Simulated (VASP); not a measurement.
Here is the system:

```
Ca3Tl
1.0
    0.00000     3.97247     3.97247
    3.97247     0.00000     3.97247
    3.97247     3.97247     0.00000
Ca Tl
3 1
Direct
  0.50000   0.50000   0.50000
  0.25000   0.25000   0.25000
  0.75000   0.75000   0.75000
  0.00000   0.00000   0.00000
```

Method: PBEsol GGA, VASP's PBE PAW potentials (set 64) (plane waves; VASP 6.6.1). Numerical set-up: 400 eV cut-off, Gaussian smearing of 0.050 eV, potentials Ca_sv Tl_d.

Unless said otherwise, spin-orbit coupling is left out, though it shifts the bands of the heavy elements here.

Predict the band gap (along the path) with the smallest direct gap where there is one.

The band gap (along the path) is none (metal, semimetal or under 0.01 eV).

Total energies compare only between runs with the same potentials, cut-off and functional.

The structure comes from a computed database's Ca3Tl entry (Fm-3m); how it stands against other phases isn't given here. It was relaxed first. The electron count is odd and the run is not spin-polarised, which forces a metal.
